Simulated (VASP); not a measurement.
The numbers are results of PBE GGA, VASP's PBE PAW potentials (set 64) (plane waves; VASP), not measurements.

VASP ran on this input.

**KPOINTS**
```
Automatic mesh
0
Gamma
18 18 18
0 0 0
```

**POSCAR**
```
V
1
   -1.4133809499     1.4133809499     1.4133809499
    1.4133809499    -1.4133809499     1.4133809499
    1.4133809499     1.4133809499    -1.4133809499
V
1
Direct
  0.0000000000   0.0000000000   0.0000000000
```

INCAR:
```
SYSTEM = V
PREC = Accurate; ENCUT = 500; LREAL = F
LASPH = T
EDIFF = 1E-6; NELM = 100; ALGO = Normal
LMAXMIX = 4
ISMEAR = 1; SIGMA = 0.1
GGA = PE
IBRION = 2; NSW = 40; ISIF = 3
EDIFFG = -0.02; PSTRESS = 450
LWAVE = F; LCHARG = F
```

POTCAR, in this order: V_sv (PBE.64 set). Program: vasp_std.

What VASP printed:

File OSZICAR:
```
       N       E                     dE             d eps       ncg     rms          rms(c)
DAV:   1     0.807009963283E+02    0.80701E+02   -0.71855E+03  3900   0.142E+03
DAV:   2    -0.850847216733E+01   -0.89209E+02   -0.87176E+02  4028   0.362E+02
DAV:   3    -0.976990785877E+01   -0.12614E+01   -0.12450E+01  4010   0.509E+01
DAV:   4    -0.977682435379E+01   -0.69165E-02   -0.69140E-02  3974   0.406E+00
DAV:   5    -0.977690701551E+01   -0.82662E-04   -0.82662E-04  4006   0.428E-01    0.237E+01
DAV:   6    -0.876295525039E+01    0.10140E+01   -0.34462E+00  3920   0.296E+01    0.505E+00
DAV:   7    -0.873318691834E+01    0.29768E-01   -0.61678E-02  3934   0.325E+00    0.170E+00
DAV:   8    -0.872662470244E+01    0.65622E-02   -0.71058E-03  3916   0.153E+00    0.636E-02
DAV:   9    -0.872655765570E+01    0.67047E-04   -0.14088E-04  3940   0.215E-01    0.267E-02
DAV:  10    -0.872655953429E+01   -0.18786E-05   -0.58575E-06  3896   0.343E-02    0.363E-03
DAV:  11    -0.872656041572E+01   -0.88143E-06   -0.62195E-07  1956   0.131E-02
   1 F= -.55545133E+01 E0= -.55544210E+01  d E =-.555451E+01
```

File OUTCAR:
```
------------------------ aborting loop because EDIFF is reached ----------------------------------------
  FORCE on cell =-STRESS in cart. coord.  units (eV):
  Direction    XX          YY          ZZ          XY          YZ          ZX
  --------------------------------------------------------------------------------------
  Total        3.1593090      3.1593090      3.1593090     -0.0000000      0.0000000     -0.0000000
  in kB      448.1929308    448.1929308    448.1929308     -0.0000000      0.0000000     -0.0000000
  external PRESSURE =      -1.8070692 kB  Pullay stress =     450.0000000 kB
  volume of cell :       11.29
      direct lattice vectors                 reciprocal lattice vectors
    -1.413380950  1.413380950  1.413380950     0.000000000  0.353761666  0.353761666
     1.413380950 -1.413380950  1.413380950     0.353761666  0.000000000  0.353761666
     1.413380950  1.413380950 -1.413380950     0.353761666  0.353761666  0.000000000
 POSITION                                       TOTAL-FORCE (eV/Angst)
 -----------------------------------------------------------------------------------
      0.00000      0.00000      0.00000         0.000000      0.000000     -0.000000
 -----------------------------------------------------------------------------------
    total drift:                                0.000000     -0.000000      0.000000
  FREE ENERGIE OF THE ION-ELECTRON SYSTEM (eV)
  ---------------------------------------------------
  free  energy   TOTEN  =        -8.7265604157 eV

  energy  without entropy=       -8.7262834969  energy(sigma->0) =       -8.72646811
  enthalpy is  TOTEN    =        -5.5545133472 eV   P V=        3.1720470686

 reached required accuracy - stopping structural energy minimisation
```
(Selected blocks of OUTCAR.)

The compound is V in the bcc structure. It was relaxed first under an external pressure of 45 GPa. The run is not spin-polarised, so no magnetic state was tried.
